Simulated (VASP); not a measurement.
Wanted: the native input for a VASP 6.6.1 run.

| Property | Result |
| --- | --- |
| Task | single point |
| Functional | PBE |
| Potentials or basis | VASP PAW PBE potentials, release 64 (Al) |
| Cutoff | 450 eV |
| k mesh | 12 × 12 × 12 |
| Occupations | gaussian, width 0.1 eV |
| Spin | no spin polarisation |
| Further INCAR settings | ALGO = Normal; EDIFF = 1e-07; NBANDS = 8 |

The structure of Al lies in POSCAR:

```
Al
1.0
    0.0000000000      2.0248050000      2.0248050000
    2.0248050000      0.0000000000      2.0248050000
    2.0248050000      2.0248050000      0.0000000000
Al
1
Direct
    0.0000000000      0.0000000000      0.0000000000
```

The input as run:

INCAR

```
SYSTEM = Al
PREC     = Accurate       ! precision mode
ENCUT    = 450            ! plane-wave cutoff, eV
EDIFF    = 1E-7           ! SCF threshold, eV
ISMEAR   = 0              ! smearing method
SIGMA    = 0.1            ! smearing width, eV
LREAL    = .FALSE.        ! projectors in reciprocal space
LASPH    = .TRUE.         ! aspherical terms in the spheres
NELM     = 60             ! most SCF steps
ALGO     = Normal         ! electronic algorithm
ISIF     = 2              ! what is computed and relaxed
LWAVE    = .FALSE.        ! write WAVECAR
LCHARG   = .FALSE.        ! write CHGCAR
GGA      = PE             ! functional
NBANDS   = 8              ! bands
```

KPOINTS

```
regular mesh
0
G
  12 12 12
  0 0 0
```

Potentials or basis: VASP PAW PBE potentials, release 64 (Al).

Command:

```bash
$ cat potpaw_PBE.64/Al/POTCAR > POTCAR
$ mpirun -np 1 vasp_std > vasp.out
```

Results of the run:

```yaml
Pressure: -0.4 GPa
Band_gap_on_the_k_mesh: none (metal or under the smearing width)
```

Wall time 4.6 s on 1 thread of Intel(R) Xeon(R) Platinum 8488C (Sapphire Rapids), with other jobs on the host, peak memory 0.11 GiB.
